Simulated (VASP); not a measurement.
Ge3B2C3:

```
Ge B C
1.0
     5.20000    0.00000    0.00000
    -2.60000    4.50333    0.00000
     0.00000    0.00000    4.54000
Ge B C
3 2 3
Direct
  0.50000 0.00000 0.50000
  0.50000 0.50000 0.50000
  0.00000 0.50000 0.50000
  0.66667 0.33333 0.00000
  0.33333 0.66667 0.00000
  0.00000 0.50000 0.00000
  0.50000 0.00000 0.00000
  0.50000 0.50000 0.00000
```

The cell was built by a generator and needn't be a form met in nature.

| Property | Result |
| --- | --- |
| Program | VASP 6.6.1 |
| Task | relaxation of cell and atoms |
| Functional | PBE |
| Potentials or basis | VASP PAW PBE potentials, release 64 (Ge_d, B, C) |
| Cutoff | 520 eV |
| k mesh | 4 × 4 × 4 |
| Occupations | gaussian, width 0.15 eV |
| Spin | no spin polarisation |

At the start: pressure 10.8 GPa; volume 13.29 Å³/atom.

Q: Where does the relaxation end?

A: Over 13 steps the energy falls by 38.0 meV/atom and the volume is 14.49 Å³/atom (+9.0 %); space group P6/mmm (No. 191, to 0.05 Å).

Step by step:
| step | energy change (eV) | largest force (eV/Å) | pressure (GPa) | volume (Å³) |
| --- | --- | --- | --- | --- |
| 1 | 0.0000 | 0.0000 | 10.84 | 106.31 |
| 2 | -0.2066 | 0.0000 | -3.87 | 120.76 |
| 3 | -0.2875 | 0.0000 | -0.46 | 115.36 |
| 4 | -0.2867 | 0.0000 | 2.80 | 114.89 |
| 5 | -0.2873 | 0.0000 | -1.06 | 115.17 |
| 6 | -0.2871 | 0.0000 | 2.37 | 113.70 |
| 7 | -0.2937 | 0.0000 | 0.97 | 114.51 |
| 8 | -0.2937 | 0.0000 | 2.07 | 114.37 |
| 9 | -0.2937 | 0.0000 | 0.98 | 114.45 |
| 10 | -0.2937 | 0.0000 | 1.67 | 114.40 |
| 11 | -0.2988 | 0.0000 | 1.06 | 115.07 |
| 12 | -0.2993 | 0.0000 | 1.25 | 114.87 |
| 13 | -0.3036 | 0.0000 | -0.32 | 115.89 |

Final structure:
```
CELL_PARAMETERS angstrom
5.32908 0.00000 0.00000
-2.66454 4.61512 0.00000
0.00000 0.00000 4.71217
ATOMIC_POSITIONS crystal
Ge 0.50000 0.00000 0.50000
Ge 0.50000 0.50000 0.50000
Ge 0.00000 0.50000 0.50000
B 0.66667 0.33333 0.00000
B 0.33333 0.66667 0.00000
C 0.00000 0.50000 0.00000
C 0.50000 0.00000 0.00000
C 0.50000 0.50000 0.00000
```
